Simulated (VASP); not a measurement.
```yaml
crystal:
  lattice:
    - [1.23022, -2.13080, 0.00000]
    - [1.23022, 2.13080, 0.00000]
    - [0.00000, 0.00000, 6.61419]
  atoms:
    - { symbol: C, position: [0.00000, 0.00000, 0.25000] }
    - { symbol: C, position: [0.00000, 0.00000, 0.75000] }
    - { symbol: C, position: [0.33333, 0.66667, 0.25000] }
    - { symbol: C, position: [0.66667, 0.33333, 0.75000] }
```

These are PBE GGA with D4 dispersion, VASP's PBE PAW potentials (set 64) (plane waves; VASP 6.6.1) values and carry that method's errors. Run with 520 eV cut-off, 10×10×4 Γ-centred mesh, Gaussian smearing of 0.050 eV, potentials C.

Q: What does the run give for the energy per atom (σ→0)?

A: 
energy per atom (σ→0): -9.388 eV/atom

The compound is C in the graphite structure. It was relaxed first.
